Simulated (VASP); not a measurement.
Input:

```xyz
2
Lattice="1.3655 -2.3651 0.0000 1.3655 2.3651 0.0000 0.0000 0.0000 4.3062" Properties=species:S:1:pos:R:3 pbc="T T T"
Os     1.3655     0.7884     1.0766
Os     1.3655    -0.7884     3.2297
```

Method: PBEsol GGA, VASP's PBE PAW potentials (set 64) (plane waves; VASP). Numerical set-up: 400 eV cut-off, Gaussian smearing of 0.050 eV, potentials Os.

Question: Give the energies of bands 1 to 11 at the high-symmetry points, in eV from the Fermi level.

Answer: 
```
band       Γ      M      K      A      L      H
----  ------  -----  -----  -----  -----  -----
1     -11.07  -7.33  -6.64  -8.62  -7.57  -5.93
2      -7.90  -7.12  -5.50  -8.62  -7.57  -5.93
3      -3.12  -6.55  -5.50  -3.63  -5.42  -5.04
4      -3.12  -3.63  -4.71  -3.63  -5.42  -5.04
5      -2.84  -2.98  -3.49  -3.33  -1.26  -3.50
6      -2.27  -2.61  -3.49  -3.33  -1.26  -3.50
7      -2.27  -1.92  -1.37  -3.33  -0.21  -1.40
8      -1.62   2.02   1.48  -3.33  -0.21  -1.40
9      -1.62   2.60   1.48   0.88   2.37   1.61
10      0.00   2.74   2.09   0.88   2.37   1.61
11      1.68   4.42   5.35   0.88   3.30   8.36
```

It has no gap at this level: it comes out as a metal or semimetal.

The compound is Os in the hcp structure. It was relaxed first.
